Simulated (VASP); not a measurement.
**Ga3BSb2: relaxation of cell and atoms with PBE**

The system is Ga3BSb2.

```
CELL_PARAMETERS angstrom
5.95000 0.00000 0.00000
0.00000 5.95000 0.00000
0.00000 0.00000 6.64000
ATOMIC_POSITIONS crystal
Ga 0.50000 0.50000 0.00000
Ga 0.00000 0.00000 0.50000
Ga 0.00000 0.50000 0.75000
Ga 0.50000 0.00000 0.75000
Ga 0.50000 0.00000 0.25000
Ga 0.00000 0.50000 0.25000
B 0.00000 0.00000 0.00000
B 0.50000 0.50000 0.50000
Sb 0.75000 0.75000 0.00000
Sb 0.25000 0.25000 0.00000
Sb 0.75000 0.25000 0.50000
Sb 0.25000 0.75000 0.50000
```

The cell was built by a generator and needn't be a form met in nature.

| Property | Result |
| --- | --- |
| Program | VASP 6.6.1 |
| Task | relaxation of cell and atoms |
| Functional | PBE |
| Potentials or basis | VASP PAW PBE potentials, release 64 (Ga_d, B, Sb) |
| Cutoff | 520 eV |
| k mesh | 3 × 3 × 3 |
| Occupations | gaussian, width 0.15 eV |
| Spin | no spin polarisation |
| Further INCAR settings | PREC = Normal; LREAL = Auto; ALGO = Fast; EDIFF = 0.0001; IBRION = 2; EDIFFG = -0.08; NSW = 24; ISIF = 3 |

The relaxed volume is 24.20 Å³/atom and the relaxed cell is a = 7.757 Å, b = 7.757 Å, c = 4.827 Å, α = 90.00°, β = 90.00°, γ = 90.00°. The space group after relaxing (to 0.05 Å) is P4_2/mnm (No. 136) and the energy gained by relaxing is 1083.7 meV/atom. The ionic steps are 22, the pressure after relaxing is 0.3 GPa and the largest force after relaxing is 0.069 eV/Å. The band gap on the k mesh is none (metal or under the smearing width).

Forces on the atoms (eV/Å):
```
Ga   0.000  0.000  0.000
Ga   0.000  0.000  0.000
Ga   0.000  0.000  0.000
Ga   0.000  0.000  0.000
Ga   0.000  0.000  0.000
Ga   0.000  0.000  0.000
B    0.000  0.000  0.000
B    0.000  0.000  0.000
Sb   0.049  0.049  0.000
Sb  -0.049 -0.049  0.000
Sb  -0.049  0.049  0.000
Sb   0.049 -0.049  0.000
```

Stress tensor (GPa, compression positive):
```
0.43 0.00 0.00
0.00 0.43 0.00
0.00 0.00 0.09
```

Step by step:
| step | energy change (eV) | largest force (eV/Å) | pressure (GPa) | volume (Å³) |
| --- | --- | --- | --- | --- |
| 1 | 0.0000 | 7.7982 | 30.49 | 235.07 |
| 2 | -11.1117 | 0.1607 | -2.10 | 383.48 |
| 3 | -11.1094 | 0.3480 | 0.75 | 338.13 |
| 4 | -11.2322 | 0.1876 | -0.89 | 362.24 |
| 5 | -11.2335 | 0.1736 | -0.67 | 359.37 |
| 6 | -11.3839 | 0.1389 | -0.67 | 352.92 |
| 7 | -11.6452 | 0.0557 | -0.44 | 341.89 |
| 8 | -12.0789 | 0.1593 | 0.61 | 319.18 |
| 9 | -12.2468 | 1.4374 | 5.31 | 271.10 |
| 10 | -12.2773 | 1.4230 | 5.40 | 270.45 |
| 11 | -12.3597 | 1.4247 | 5.71 | 268.41 |
| 12 | -12.3878 | 1.3314 | 6.32 | 264.06 |
| 13 | -12.4042 | 1.3716 | 5.95 | 265.61 |
| 14 | -12.4876 | 1.2332 | 5.22 | 267.30 |
| 15 | -12.6984 | 0.8651 | 3.80 | 272.41 |
| 16 | -12.9486 | 0.2619 | 1.49 | 282.83 |
| 17 | -12.8787 | 0.5399 | -1.84 | 304.41 |
| 18 | -13.0013 | 0.1539 | -0.25 | 291.87 |
| 19 | -13.0020 | 0.0871 | 0.35 | 290.38 |
| 20 | -13.0020 | 0.1095 | -0.13 | 291.07 |
| 21 | -13.0029 | 0.1043 | 0.11 | 290.91 |
| 22 | -13.0047 | 0.0687 | 0.32 | 290.45 |

Final structure:
```cif
data_structure
_symmetry_space_group_name_H-M 'P 1'
_symmetry_Int_Tables_number 1
_cell_length_a 7.7571
_cell_length_b 7.7571
_cell_length_c 4.8269
_cell_angle_alpha 90.000
_cell_angle_beta 90.000
_cell_angle_gamma 90.000
_cell_volume 290.45
loop_
_atom_site_label
_atom_site_type_symbol
_atom_site_fract_x
_atom_site_fract_y
_atom_site_fract_z
_atom_site_occupancy
Ga1 Ga 0.50000 0.50000 0.00000 1
Ga2 Ga 0.00000 0.00000 0.50000 1
Ga3 Ga 0.00000 0.50000 0.75000 1
Ga4 Ga 0.50000 0.00000 0.75000 1
Ga5 Ga 0.50000 0.00000 0.25000 1
Ga6 Ga 0.00000 0.50000 0.25000 1
B1 B 0.00000 0.00000 0.00000 1
B2 B 0.50000 0.50000 0.50000 1
Sb1 Sb 0.79574 0.79574 0.00000 1
Sb2 Sb 0.20426 0.20426 0.00000 1
Sb3 Sb 0.70426 0.29574 0.50000 1
Sb4 Sb 0.29574 0.70426 0.50000 1
```

Levels at points of the mesh, in eV from the Fermi level:
```
           k point  band 48  band 49  band 50  band 51  band 52  band 53  band 54  band 55  band 56  band 57
(0.00, 0.00, 0.00)    -1.41    -1.30    -1.21    -1.04    -1.04     0.00     0.00     0.91     0.91     1.02
```

It took 6.3 min on 2 MPI ranks on Intel(R) Xeon(R) Platinum 8259CL CPU @ 2.50GHz (Skylake/Cascade Lake) (shared host), peak memory 0.26 GiB a rank.

Caveat: the volume moved by over 15 % at a fixed basis, so the end points are rough. Spin-orbit coupling is left out, which matters for the levels of Sb.
